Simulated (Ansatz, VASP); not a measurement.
**SiB in VASP and in Ansatz**

```
Si B
1.0
     2.87456    0.00000    0.00000
    -1.43728    2.48944    0.00000
     0.00000    0.00000    2.96991
Si B
1 1
Direct
  0.33333 0.66667 0.50000
  0.00000 0.00000 0.00000
```

Alike in both runs: functional PBE; k mesh 9 × 9 × 6; occupations gaussian, width 0.1 eV; no spin polarisation.

Ansatz relaxed the structure, and its values are those at the end. VASP's run is a single point on that final structure, the one shown.

|  | VASP | Ansatz |
| --- | --- | --- |
| version | VASP 6.6.1 | Ansatz 0.2.0 |
| potentials or method | VASP PAW PBE potentials, release 64 (Si, B) | scalar-relativistic, plane waves, PAW |
| plane-wave cutoff (eV) | 520 | 420 |
| valence electrons in the cell | 7 | 7 |

```tsv
	VASP	Ansatz	Ansatz less VASP
gap on the k mesh at the Fermi level (eV)	none	none	-
pressure (GPa)	0.2	0.2	+0.05
```

A gap of «none» marks a metal or a gap that the smearing closes.
